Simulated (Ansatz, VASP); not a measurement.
CuSn2As3 in VASP and in Ansatz

File INCAR:

```
PREC = Accurate
ENCUT = 520
EDIFF = 1E-6
ISMEAR = 0
SIGMA = 0.1
LREAL = F
LASPH = T
NELM = 60
ALGO = Normal
ISIF = 2
LWAVE = F
LCHARG = F
GGA = PE
NBANDS = 36
```

File KPOINTS:

```
Automatic mesh
0
Gamma
  6 6 6
```

File POSCAR:

```
CuSn2As3
1.0
    2.9955039900      1.7294550300      4.7629254700
   -2.9955039900      1.7294550300      4.7629254700
    0.0000000000     -3.4589100700      4.7629254700
Cu Sn As
1 2 3
Direct
    0.0000000000      0.0000000000      0.0000000000
    0.6264029700      0.6264029700      0.6264029700
    0.3735970300      0.3735970300      0.3735970300
    0.0000000000      0.5000000000      0.0000000000
    0.5000000000      0.0000000000      0.0000000000
    0.0000000000      0.0000000000      0.5000000000
```

Input for Ansatz:

```yaml
crystal:
  lattice:
    - [2.99550399, 1.72945503, 4.76292547]
    - [-2.99550399, 1.72945503, 4.76292547]
    - [0.0, -3.45891007, 4.76292547]
  atoms:
    - { symbol: Cu, position: [0.0, 0.0, 0.0] }
    - { symbol: Sn, position: [0.62640297, 0.62640297, 0.62640297] }
    - { symbol: Sn, position: [0.37359703, 0.37359703, 0.37359703] }
    - { symbol: As, position: [0.0, 0.5, 0.0] }
    - { symbol: As, position: [0.5, 0.0, 0.0] }
    - { symbol: As, position: [0.0, 0.0, 0.5] }
basis:
  ecutwfc: 420
kpoints:
  mp_grid: { grid: [6, 6, 6] }
hamiltonian:
  xc: pbe
scf:
  occupations: { method: gaussian, width: 0.1 }
  lower_state_search: "off"
output:
  forces: true
  stress: true
  eigenvalues: true
```

Change from the starting cell: species swapped into the Li2Cu3Ge type (R-3m, No. 166).

Alike in both runs: task single point; functional PBE; k mesh 6 × 6 × 6; occupations gaussian, width 0.1 eV; no spin polarisation.

|  | VASP | Ansatz |
| --- | --- | --- |
| version | VASP 6.6.1 | Ansatz 0.2.0 |
| potentials or method | VASP PAW PBE potentials, release 64 (Cu, Sn_d, As) | scalar-relativistic, plane waves, PAW |
| plane-wave cutoff (eV) | 520 | 420 |
| valence electrons in the cell | 54 | 92 |

```csv
,VASP,Ansatz,Ansatz less VASP
gap on the k mesh at the Fermi level (eV),none,none,-
pressure (GPa),-7.4,-7.3,+0.07
largest component of the traceless stress (GPa),0.18,0.19,+0.016
rms of the force components (eV/Å),0.061,0.061,-0.0005
```

Atom by atom the forces differ by 0.001 eV/Å (rms over components). A gap of «none» marks a metal or a gap that the smearing closes. The two sets of potentials don't hold the same shells in valence.
